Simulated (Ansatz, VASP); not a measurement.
# BePd3C in two plane-wave programs, part 2 of 3

Aim: how closely do two programs agree when they are given the same cell, functional and k mesh? The cell is generated by rule, not measured, and may not be a known phase. The cell is taken from a series of runs on this material, whose earlier steps may have relaxed, scaled, displaced or heated it; both programs get it as it stands.

VASP 6.6.1 and Ansatz 0.2.0.

So far: The starting structure; Ansatz: relaxation of cell and atoms, PBEsol, pair 1.

## (3) VASP: relaxation of cell and atoms, PBEsol, pair 1

Level of this step: PBEsol; plane waves and PAW (Be, Pd, C); invented cell (VASP).

The same cell, functional, mesh and smearing now go to VASP, with its own data sets.

Lines of VASP's logs that name or quote its potential files are left out, and so is its time.

File INCAR:

```
SYSTEM = BePd3C
PREC = Accurate
ENCUT = 600
EDIFF = 1E-07
NELM = 120
ISMEAR = 0
SIGMA = 0.1
LREAL = .FALSE.
ALGO = Normal
GGA = PS
NBANDS = 24
LASPH = .TRUE.
LORBIT = 11
LWAVE = .FALSE.
LCHARG = .FALSE.
ISIF = 3
IBRION = 2
NSW = 80
EDIFFG = -0.005
GGA_COMPAT = .FALSE.
NELMIN = 4
KPAR = 2
```

File POSCAR:

```
BePd3C
1.0
    4.0134480000      0.0000000000      0.0000000000
    0.0000000000      4.0134480000      0.0000000000
    0.0000000000      0.0000000000      4.0134480000
Be Pd C
1 3 1
Direct
    0.0000000000      0.0000000000      0.0000000000
    0.0000000000      0.5000000000      0.5000000000
    0.5000000000      0.5000000000      0.0000000000
    0.5000000000      0.0000000000      0.5000000000
    0.5000000000      0.5000000000      0.5000000000
```

File KPOINTS:

```
Automatic mesh
0
Gamma
10 10 10
0 0 0
```

PAW data sets: Be, Pd and C (PBE family, release 64).

Run with:

```bash
$ mpirun -np 2 vasp_std
```

Numbers of over 12 decimals in the logs are rounded to 6 here.

Output:

```text
[banner, memory and clock lines left out]
running    2 mpi-ranks, on    1 nodes
 distrk:  each k-point on    1 cores,    2 groups
 distr:  one band on    1 cores,    1 groups

 POSCAR found type information on POSCAR BePdC
 POSCAR found :  3 types and       5 ions
|                                                                             |
|               ----> ADVICE to this user running VASP <----                  |
|                                                                             |
|     You enforced a specific xc type in the INCAR file but a different       |
|     [... a line on the potential file left out ...]
|     I HOPE YOU KNOW WHAT YOU ARE DOING!                                     |
|                                                                             |

 LDA part: xc-table for (Slater+PW92), standard interpolation
 POSCAR, INCAR and KPOINTS ok, starting setup
 FFT: planning ... GRIDC
 FFT: planning ... GRID_SOFT
 FFT: planning ... GRID
 WAVECAR not read
 entering main loop
       N       E                     dE             d eps       ncg     rms          rms(c)
DAV:   1     0.235468391565E+03    0.23547E+03   -0.20029E+04  2688   0.162E+03
DAV:   2    -0.232259152014E+02   -0.25869E+03   -0.24703E+03  3024   0.337E+02
DAV:   3    -0.331559911607E+02   -0.99301E+01   -0.96694E+01  3280   0.702E+01
DAV:   4    -0.333057570669E+02   -0.14977E+00   -0.14971E+00  2992   0.953E+00
DAV:   5    -0.333081771381E+02   -0.24201E-02   -0.24199E-02  3384   0.122E+00    0.260E+01
DAV:   6    -0.307862873207E+02    0.25219E+01   -0.13215E+01  3304   0.302E+01    0.951E+00
DAV:   7    -0.304791945642E+02    0.30709E+00   -0.14131E+00  3048   0.109E+01    0.740E+00
DAV:   8    -0.304316053349E+02    0.47589E-01   -0.21052E-01  3080   0.276E+00    0.686E-01
DAV:   9    -0.304210983240E+02    0.10507E-01   -0.20048E-02  3168   0.903E-01    0.233E-01
DAV:  10    -0.304209602777E+02    0.13805E-03   -0.34247E-03  3032   0.350E-01    0.134E-01
DAV:  11    -0.304209095007E+02    0.50777E-04   -0.23459E-04  3120   0.108E-01    0.783E-02
DAV:  12    -0.304208992107E+02    0.10290E-04   -0.15092E-05  3184   0.299E-02    0.617E-03
DAV:  13    -0.304208988508E+02    0.35988E-06   -0.86611E-07  3208   0.604E-03    0.594E-03
DAV:  14    -0.304208990708E+02   -0.22001E-06   -0.18632E-07  2688   0.258E-03    0.538E-04
DAV:  15    -0.304208990451E+02    0.25689E-07   -0.16530E-08  1520   0.934E-04
   1 F= -.30420899E+02 E0= -.30411752E+02  d E =-.304209E+02
 curvature:   0.00 expect dE= 0.000E+00 dE for cont linesearch  0.000E+00
 trial: gam= 0.00000 g(F)=  0.000E+00 g(S)=  0.446E-03 ort = 0.000E+00 (trialstep = 0.100E+01)
 search vector abs. value=  0.446E-03
 bond charge predicted
       N       E                     dE             d eps       ncg     rms          rms(c)
DAV:   1    -0.304264289467E+02   -0.55299E-02   -0.84619E-02  2792   0.266E+00    0.531E-01
DAV:   2    -0.304212054540E+02    0.52235E-02   -0.22655E-02  2872   0.143E+00    0.156E-01
DAV:   3    -0.304208760456E+02    0.32941E-03   -0.88341E-04  2848   0.279E-01    0.100E-01
DAV:   4    -0.304208258076E+02    0.50238E-04   -0.12882E-04  3120   0.601E-02    0.416E-02
DAV:   5    -0.304208166660E+02    0.91416E-05   -0.17937E-05  3104   0.237E-02    0.103E-02
DAV:   6    -0.304208158845E+02    0.78150E-06   -0.38554E-06  3136   0.114E-02    0.255E-03
DAV:   7    -0.304208158700E+02    0.14503E-07   -0.55334E-07  2800   0.473E-03
   2 F= -.30420816E+02 E0= -.30411629E+02  d E =0.831751E-04
 trial-energy change:    0.000083  1 .order    0.000080   -0.000446    0.000605
 step:   0.4192(harm=  0.4242)  dis= 0.00000  next Energy=   -30.420992 (dE=-0.932E-04)
 bond charge predicted
       N       E                     dE             d eps       ncg     rms          rms(c)
DAV:   1    -0.304228753518E+02   -0.20595E-02   -0.28495E-02  2800   0.154E+00    0.311E-01
DAV:   2    -0.304211040594E+02    0.17713E-02   -0.76106E-03  2864   0.827E-01    0.889E-02
DAV:   3    -0.304210009621E+02    0.10310E-03   -0.29973E-04  2840   0.163E-01    0.566E-02
DAV:   4    -0.304209890469E+02    0.11915E-04   -0.43513E-05  3128   0.349E-02    0.235E-02
DAV:   5    -0.304209895393E+02   -0.49243E-06   -0.61047E-06  3112   0.140E-02    0.595E-03
DAV:   6    -0.304209906755E+02   -0.11362E-05   -0.13234E-06  3112   0.662E-03    0.149E-03
DAV:   7    -0.304209905819E+02    0.93690E-07   -0.18700E-07  2464   0.280E-03
   3 F= -.30420991E+02 E0= -.30411827E+02  d E =-.915367E-04
 curvature:  -0.21 expect dE=-0.892E-07 dE for cont linesearch -0.892E-07
 trial: gam=-0.02978 g(F)=  0.155E-64 g(S)=  0.421E-06 ort = 0.137E-04 (trialstep = 0.884E+00)
 search vector abs. value=  0.497E-09
 reached required accuracy - stopping structural energy minimisation
```

Parts of OUTCAR (step 3):

```text
ion  position               nearest neighbor table
   1  0.000  0.000  0.000-   2 2.84   3 2.84   4 2.84   2 2.84   4 2.84   2 2.84   3 2.84   2 2.84
                             3 2.84   4 2.84   4 2.84   3 2.84
   2  0.000  0.500  0.500-   5 2.01   5 2.01   4 2.84   1 2.84   1 2.84   3 2.84   1 2.84   4 2.84
                             1 2.84   3 2.84   4 2.84   3 2.84   3 2.84   4 2.84
   3  0.500  0.500  0.000-   5 2.01   5 2.01   4 2.84   1 2.84   2 2.84   4 2.84   2 2.84   1 2.84
                             4 2.84   4 2.84   1 2.84   2 2.84   2 2.84   1 2.84
   4  0.500  0.000  0.500-   5 2.01   5 2.01   3 2.84   1 2.84   1 2.84   3 2.84   2 2.84   3 2.84
                             2 2.84   3 2.84   1 2.84   2 2.84   1 2.84   2 2.84
   5  0.500  0.500  0.500-   2 2.01   3 2.01   4 2.01   3 2.01   4 2.01   2 2.01

  LATTYP: Found a simple cubic cell.
 ALAT       =     4.0134480000

 Subroutine GETGRP returns: Found 48 space group operations
 (whereof 48 operations were pure point group operations)

The static configuration has the point symmetry O_h .

 Found     56 irreducible k-points:

   k-points           NKPTS =     56   k-points in BZ     NKDIM =     56   number of bands    NBANDS=     24

   dimension x,y,z NGX =    32 NGY =   32 NGZ =   32
   dimension x,y,z NGXF=    64 NGYF=   64 NGZF=   64

   ENCUT  =  600.0 eV  44.10 Ry    6.64 a.u.   8.02  8.02  8.02*2*pi/ulx,y,z

   NELECT =      36.0000    total number of electrons

 k-points in reciprocal lattice and weights: Automatic mesh
   0.00000000  0.00000000  0.00000000       0.001
   0.10000000  0.00000000  0.00000000       0.006
   0.20000000  0.00000000  0.00000000       0.006
   0.30000000  0.00000000  0.00000000       0.006
   0.40000000  0.00000000  0.00000000       0.006
   0.50000000  0.00000000  0.00000000       0.003
   0.10000000  0.10000000  0.00000000       0.012
   0.20000000  0.10000000  0.00000000       0.024
   0.30000000  0.10000000  0.00000000       0.024
[...]
0.50000000  0.50000000  0.40000000       0.006
   0.50000000  0.50000000  0.50000000       0.001

 average (electrostatic) potential at core
       1 -32.4219       2 -72.3842       3 -72.3842       4 -72.3842       5 -47.5780

 E-fermi :   8.6345

 k-point     1 :       0.0000    0.0000    0.0000
  band No.  band energies     occupation
    ...
     15       6.1393      2.00000
     16       7.5303      2.00000
     17       7.5303      2.00000
     18       7.5303      2.00000
     19       7.6511      2.00000
     20      11.0679      0.00000
     21      11.0679      0.00000
     22      11.0679      0.00000
     23      12.1959      0.00000
     24      15.4545      0.00000

 k-point     2 :       0.1000    0.0000    0.0000
  band No.  band energies     occupation
    ...
     15       6.4349      2.00000
     16       7.5305      2.00000
     17       7.5880      2.00000
     18       7.6638      2.00000
     19       7.6638      2.00000
     20      10.9733      0.00000
     21      11.2005      0.00000
     22      11.2005      0.00000
     23      12.3192      0.00000
     24      15.4793      0.00000

 k-point     3 :       0.2000    0.0000    0.0000
  band No.  band energies     occupation
    ...
     15       6.5874      2.00000
     16       7.4055      2.00000
     17       7.5308      2.00000
     18       7.9941      2.00000
     19       7.9941      2.00000
     20      11.0077      0.00000
     21      11.5680      0.00000
     22      11.5680      0.00000
     23      12.4312      0.00000
     24      15.5609      0.00000

  Total        0.0038121      0.0038121      0.0038121     -0.0000000      0.0000000     -0.0000000
  in kB        0.0943333      0.0943333      0.0943333     -0.0000000      0.0000000     -0.0000000
  external PRESSURE =       0.0943333 kB  Pullay stress =       0.0000000 kB

  energy-cutoff  :      600.00
  volume of cell :       64.75
      direct lattice vectors                 reciprocal lattice vectors
     4.015462506  0.000000000 -0.000000000     0.249037315  0.000000000 -0.000000000
    -0.000000000  4.015462506 -0.000000000    -0.000000000  0.249037315  0.000000000
     0.000000000 -0.000000000  4.015462506     0.000000000  0.000000000  0.249037315

 POSITION                                       TOTAL-FORCE (eV/Angst)
 -----------------------------------------------------------------------------------
      0.00000      0.00000      0.00000        -0.000000      0.000000      0.000000
     -0.00000      2.00773      2.00773         0.000000     -0.000000      0.000000
      2.00773      2.00773     -0.00000        -0.000000      0.000000      0.000000
      2.00773     -0.00000      2.00773        -0.000000     -0.000000      0.000000
      2.00773      2.00773      2.00773         0.000000      0.000000      0.000000
 -----------------------------------------------------------------------------------
    total drift:                                0.000000     -0.000000     -0.000000

  FREE ENERGIE OF THE ION-ELECTRON SYSTEM (eV)
  ---------------------------------------------------
  free  energy   TOTEN  =       -30.4209905819 eV

  energy  without entropy=      -30.4026640429  energy(sigma->0) =      -30.41182731

 reached required accuracy - stopping structural energy minimisation

 total charge
# of ion       s       p       d       tot
------------------------------------------
    1        0.304   0.357   0.000   0.661
    2        0.479   0.664   8.580   9.723
    3        0.479   0.664   8.580   9.723
    4        0.479   0.664   8.580   9.723
    5        0.879   1.492   0.000   2.371
--------------------------------------------------
tot          2.621   3.839  25.741  32.201

[... 3 further parts left out ...]
```

CONTCAR:

```
BePd3C
   1.00000000000000
     4.0154625059592988    0.0000000000000000   -0.0000000000000000
    -0.0000000000000000    4.0154625059592988   -0.0000000000000000
     0.0000000000000000   -0.0000000000000000    4.0154625059592988
  Be              Pd              C
     1     3     1
Direct
     0.0000000000000000    0.0000000000000000    0.0000000000000000
     0.0000000000000000    0.5000000000000000    0.5000000000000000
     0.5000000000000000    0.5000000000000000    0.0000000000000000
     0.5000000000000000    0.0000000000000000    0.5000000000000000
     0.5000000000000000    0.5000000000000000    0.5000000000000000
```

## (4) Differences

Known differences besides the potentials themselves: the data sets hold 60 valence electrons in Ansatz (on its default PAW (the set named soft_2) files) and 36 in VASP; the cutoff is 420 eV in Ansatz and 600 eV in VASP; Ansatz makes its cores anew for this functional, VASP keeps those of its PBE data sets; Ansatz adds a Pulay correction to the stress that steers its cell, VASP none. Total energies have different zeros and are not compared.

The two programs side by side:

```csv
quantity,Ansatz,VASP,difference
volume (Å³),64.76,64.75,+0.02 %
"edge a after relaxation, in the typed setting (Å)",4.016,4.016,+0.00 %
```

## (5) VASP: relaxation of cell and atoms, PBEsol, pair 2

The relaxed volume is the usual yardstick between codes: in a stiff, nearly cubic crystal its relative difference is about their pressure difference at one cell divided by the bulk modulus.

Edit INCAR of step 3 so:

```diff
@@ -5,4 +5,4 @@
 NELM = 120
-ISMEAR = 0
-SIGMA = 0.1
+ISMEAR = 1
+SIGMA = 0.2
 LREAL = .FALSE.
```

File POSCAR:

```
BePd3C
1.0
    4.0211190000      0.0000000000      0.0000000000
    0.0000000000      2.7579040000      2.9628510000
    0.0000000000     -2.7579040000      2.9628510000
Be Pd C
1 3 1
Direct
    0.0000000000      0.0812983846      0.0812983846
    0.0000000000      0.4916128081      0.4916128081
    0.5000001243      0.4855703981      0.9972564467
    0.5000001243      0.9972564467      0.4855703981
    0.5000001243      0.5024287418      0.5024287418
```

KPOINTS is that of step 3.

Run with:

```bash
$ mpirun -np 2 vasp_std
```

Output:

```text
[banner, memory and clock lines left out]
running    2 mpi-ranks, on    1 nodes
[...]
[... a notice as in an earlier step ...]

 LDA part: xc-table for (Slater+PW92), standard interpolation
 POSCAR, INCAR and KPOINTS ok, starting setup
[...]
entering main loop
       N       E                     dE             d eps       ncg     rms          rms(c)
DAV:   1     0.231042743752E+03    0.23104E+03   -0.19479E+04  8928   0.160E+03
DAV:   2    -0.233695179955E+02   -0.25441E+03   -0.24175E+03  9952   0.334E+02
DAV:   3    -0.332116679676E+02   -0.98421E+01   -0.95856E+01 11048   0.697E+01
DAV:   4    -0.333624482445E+02   -0.15078E+00   -0.15073E+00  9912   0.961E+00
[...]
DAV:  13    -0.304437478541E+02    0.54387E-05   -0.13142E-05 10904   0.278E-02    0.535E-03
DAV:  14    -0.304437481630E+02   -0.30886E-06   -0.15232E-06  9680   0.903E-03    0.107E-03
DAV:  15    -0.304437481499E+02    0.13055E-07   -0.52016E-08  5944   0.177E-03
   1 F= -.30443748E+02 E0= -.30443094E+02  d E =-.304437E+02
[... from here on, the cycles between the ionic steps are left out ...]
   2 F= -.30443785E+02 E0= -.30443146E+02  d E =-.368613E-04
   3 F= -.30443789E+02 E0= -.30443157E+02  d E =-.408598E-04
   4 F= -.30443811E+02 E0= -.30443193E+02  d E =-.224482E-04
   5 F= -.30443813E+02 E0= -.30443201E+02  d E =-.238947E-04
[...]
reached required accuracy - stopping structural energy minimisation
```

Parts of OUTCAR (step 5):

```text
  Total       -0.0212347     -0.0095074     -0.0186163      0.0000000      0.0000000      0.0000000
  in kB       -0.5177156     -0.2317977     -0.4538764      0.0000000      0.0000000      0.0000000
  external PRESSURE =      -0.4011299 kB  Pullay stress =       0.0000000 kB

 POSITION                                       TOTAL-FORCE (eV/Angst)
 -----------------------------------------------------------------------------------
      0.00000      0.00000      0.48068         0.000000     -0.000000      0.000026
      0.00000      0.00000      2.91754         0.000000     -0.000000     -0.001617
      2.01077     -1.40924      4.39914         0.000000      0.003483      0.002291
      2.01077      1.40924      4.39914         0.000000     -0.003483      0.002291
      2.01077      0.00000      2.97976         0.000000     -0.000000     -0.002990
 -----------------------------------------------------------------------------------
    total drift:                               -0.000491      0.000000      0.000042

  FREE ENERGIE OF THE ION-ELECTRON SYSTEM (eV)
  ---------------------------------------------------
  free  energy   TOTEN  =       -30.4438129043 eV

  energy  without entropy=      -30.4419766974  energy(sigma->0) =      -30.44320084

[... 1 part as in an earlier step ...]

[... 3 further parts left out ...]
[key lines of the parts left out:]
E-fermi :   8.4050
```

The run keeps the 4 symmetry operations of its start, so it cannot find a distortion of lower symmetry.

## (6) Ansatz: relaxation of cell and atoms, PBEsol, pair 2

The same cell, functional, mesh and smearing now go to Ansatz, which takes its cutoff from its data sets.

The cell is taken from a series of runs on this material, whose earlier steps may have relaxed, scaled, displaced or heated it; both programs get it as it stands.

File input.yaml:

```yaml
crystal:
  lattice:
    - [4.0211192604, 0.0, 0.0]
    - [0.0, 2.7579042181, 2.9628509243]
    - [0.0, -2.7579042181, 2.9628509243]
  atoms:
    - { symbol: Be, position: [0.0, 0.0812984599, 0.0812984599] }
    - { symbol: Pd, position: [0.0, 0.491612858, 0.491612858] }
    - { symbol: Pd, position: [0.5, 0.485570397, 0.9972565336] }
    - { symbol: Pd, position: [0.5, 0.9972565336, 0.485570397] }
    - { symbol: C, position: [0.5, 0.5024287182, 0.5024287182] }
kpoints:
  mp_grid: { grid: [10, 10, 10] }
hamiltonian:
  xc: pbesol
scf:
  occupations: { method: methfessel_paxton, width: 0.2 }
output:
  forces: true
  stress: true
  eigenvalues: true
relax:
  adjacent_minimum: "off"
  f_tol: 0.001
  max_steps: 60
  cell: { stress_tol: 0.01 }
```

Run with:

```bash
$ ansatz run input.yaml --threads 4 --pin off --max-ram 14336MiB --backend cpu --events-out ev --progress --plain --runs-dir out
```

Output:

```text
[...]
Crystal: 5 atoms, lattice volume = 65.715 Å³
Basis set: ecut = 420 eV, 1289 PW (Γ), exchange–correlation on 54×60×60 points (8 copies of the dense FFT grid, shifted against one another)
Bands: 36, of which v1, the nominal top of the filled ones, is band 30 counted from 1 (29 counted from 0)
Symmetry: 4 space group operations
[...]
k-points: 186 of 1000 (time reversal used)
[...]
cell:  # Å, volume = 65.7072 Å³
    - [4.021192, 0.0, 0.0]
    - [0.0, 2.756121, 2.964353]
    - [0.0, -2.756121, 2.964353]
  atoms:
    - { symbol: Be, position: [0.0, 0.081256, 0.081256] }
    - { symbol: Pd, position: [0.0, 0.491576, 0.491576] }
    - { symbol: Pd, position: [0.5, 0.485666, 0.997254] }
    - { symbol: Pd, position: [0.5, 0.997254, 0.485666] }
    - { symbol: C, position: [0.5, 0.502415, 0.502415] }
[key lines of the parts left out:]
SCF converged after 4 iterations
Free energy (F): -21055.890454 eV
Fermi energy:    15.594140 eV
P = ⅓ Tr σ = 0.0003 GPa (0.003 kbar)
```

## (7) Differences

What differs besides the data sets and the points named for the pairs above, as far as they apply: the data sets hold 60 valence electrons in Ansatz (on its default PAW (the set named soft_2) files) and 36 in VASP. Total energies have different zeros and are not compared.

The two programs side by side:

```
                                         quantity  Ansatz   VASP  difference
                                      volume (Å³)   65.71  65.72     -0.01 %
edge a after relaxation, in the typed setting (Å)   4.021  4.021     -0.01 %
edge b after relaxation, in the typed setting (Å)   4.048  4.048     +0.00 %
```

(Part 2 of 3 ends here.)

[Lines on the potential files, build, host, timing and source positions are cut from VASP's logs without a mark.]

[Logs are printed without paths, hosts, clocks, repeated set-up lines and the standing remarks that a program may print on its own settings, such as how far it seeks lower states.]

[Hosts, paths, dates, database ids (printed as entryN), source tags and the programs' standing remarks are cut or masked in the printed files.]
